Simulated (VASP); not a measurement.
# Bulk modulus against bond length in diamond and zinc-blende semiconductors

LDA in VASP (plane waves, PAW). Static lattice, from a third-order Birch-Murnaghan fit over five volumes at each level. The bond length is the nearest-neighbour distance.

Here d stands for bond length and y for ln of B0 in GPa.

| solid | bond length (Å) | ln of B0 in GPa | cut-off (eV) |
|---|---|---|---|
| BeS | 2.077 | ? | 520 |
| GaAs | 2.430 | 4.311 | 520 |
| AlAs | 2.441 | 4.326 | 520 |
| InP | 2.524 | 4.265 | 520 |
| CdTe | 2.781 | 3.829 | 520 |
| InSb | 2.795 | 3.841 | 520 |
| Sn | 2.804 | 3.794 | 520 |

Fit y of the 6 rows that show it with a straight line in ln d. With u = ln d - 0.96, the rows have u = -0.07211, -0.06759, -0.03416, 0.06281, 0.06783, 0.07105. Means: u 0.0046383, y 4.0610. About the means, the sum of products is -0.091372 and the sum of squares of u is 0.024400; the slope is their ratio. Least squares gives y = 4.0784 - 3.7447·u. Residuals (row less fit): -0.0374, -0.0055, 0.0587, -0.0142, 0.0166, -0.0183; standard error 0.0377 (degrees of freedom: 4). The slope is -3.74 with a standard error of 0.24. So B0 goes as d to the power -3.7 over these rows; such a law is empirical and holds within one kind of bonding.

Problem. Estimate the missing y (d = 2.077); what did the run itself give?

Solution. u = -0.22908, so y = 4.0784 - 3.7447 × (-0.22908) = 4.9362. The calculation gives 4.625, 0.3112 below the prediction (37.4 % of the range of y in the table). The row lies outside the fitted rows, so this is an extrapolation. From the scatter of the fitted rows alone, a prediction at this place has a standard error of 0.0696, so the miss is 4.5 times that.

The run's B0 for BeS is 102 GPa. Sn is here grey tin, stable below 13 °C. The rows are a random draw from the solids of this series computed here; series whose standard error about the line passes 12 to 30 % of the range of y, or with no trend, aren't shown in this form.
